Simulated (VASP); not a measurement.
A run of VASP 6.6.1:

Contents of INCAR:

```
SYSTEM = LaPb3
PREC = Accurate
ENCUT = 520
EDIFF = 1E-8
ISMEAR = -1
SIGMA = 0.08
LREAL = .FALSE.
LASPH = .TRUE.
NELM = 100
ALGO = Normal
ISIF = 2
LWAVE = .FALSE.
LCHARG = .FALSE.
GGA = CA
LEFG = .TRUE.
NBANDS = 34
```

File KPOINTS:

```
regular mesh
0
G
  7 7 7
  0 0 0
```

Contents of POSCAR:

```
LaPb3
1.0
    4.9483163100      0.0000000000      0.0000000000
    0.0000000000      4.9483163100      0.0000000000
    0.0000000000      0.0000000000      4.9483163100
La Pb
1 3
Direct
    0.0000000000      0.0000000000      0.0000000000
    0.0000000000      0.5000000000      0.5000000000
    0.5000000000      0.5000000000      0.0000000000
    0.5000000000      0.0000000000      0.5000000000
```

Potentials or basis: VASP PAW LDA potentials, release 64 (La, Pb_d).

The run is started by

```sh
$ cat potpaw_LDA.64/La/POTCAR potpaw_LDA.64/Pb_d/POTCAR > POTCAR
$ mpirun -np 1 vasp_std > vasp.out
```

Hardware: 1 thread of AMD EPYC 7R43 64-Core Processor (Zen 3) (shared host).

How long does it take, and how much memory?

It took 2.7 min on 1 thread of AMD EPYC 7R43 64-Core Processor (Zen 3), with other jobs on the host, peak memory 0.2 GiB. Counts: scf iterations 15, k points 20.
